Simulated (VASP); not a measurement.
Be2ZnO3:

```
Be Zn O
1.0
     4.23290    0.00000    0.00000
    -2.11645    3.66580    0.00000
     0.00000    0.00000    3.68812
Be Zn O
2 1 3
Direct
  0.33333 0.66667 0.50000
  0.66667 0.33333 0.50000
  0.00000 0.00000 0.00000
  0.50000 0.00000 0.50000
  0.00000 0.50000 0.50000
  0.50000 0.50000 0.50000
```

The cell was built by a generator and needn't be a form met in nature.

| Quantity | Value |
| --- | --- |
| Program | VASP 6.6.1 |
| Task | relaxation of cell and atoms |
| Functional | PBE |
| Potentials or basis | VASP PAW PBE potentials, release 64 (Be, Zn, O) |
| Cutoff | 520 eV |
| k mesh | 4 × 4 × 4 |
| Occupations | gaussian, width 0.15 eV |
| Spin | no spin polarisation |

At the start: pressure 107.8 GPa; volume 9.54 Å³/atom.

Problem. Where does the relaxation end?

Solution. Over 15 steps the energy falls by 1805.1 meV/atom and the volume is 11.21 Å³/atom (+17.5 %); space group P6/mmm (No. 191, to 0.05 Å).

The path:
```tsv
step	energy change (eV)	largest force (eV/Å)	pressure (GPa)	volume (Å³)
1	0.0000	0.0000	107.85	57.23
2	-0.8486	0.0000	-42.91	121.49
3	6.7223	0.0000	-7.13	85.30
4	-7.1319	0.0000	0.81	83.33
5	-10.0855	0.0000	-6.09	83.90
6	-10.3946	0.0000	-1.12	78.27
7	-10.4047	0.0000	-0.45	77.70
8	-10.4198	0.0000	0.81	76.56
9	-10.4283	0.0000	3.75	74.33
10	-10.5153	0.0000	4.20	72.78
11	-10.7126	0.0000	4.94	68.13
12	-10.5949	0.0000	11.57	58.79
13	-10.7650	0.0000	6.13	64.75
14	-10.8266	0.0000	1.54	66.67
15	-10.8305	0.0000	-0.11	67.24
```

Final structure:
```yaml
crystal:
  lattice:
    - [5.09336, 0.00000, 0.00000]
    - [-2.54668, 4.41098, 0.00000]
    - [0.00000, 0.00000, 2.99307]
  atoms:
    - { symbol: Be, position: [0.33333, 0.66667, 0.50000] }
    - { symbol: Be, position: [0.66667, 0.33333, 0.50000] }
    - { symbol: Zn, position: [0.00000, 0.00000, 0.00000] }
    - { symbol: O, position: [0.50000, 0.00000, 0.50000] }
    - { symbol: O, position: [0.00000, 0.50000, 0.50000] }
    - { symbol: O, position: [0.50000, 0.50000, 0.50000] }
```

Caveat: the k mesh is coarse (spacing up to 0.43 Å⁻¹), so the values aren't converged; the volume moved by over 15 % at a fixed basis, so the end points are rough.
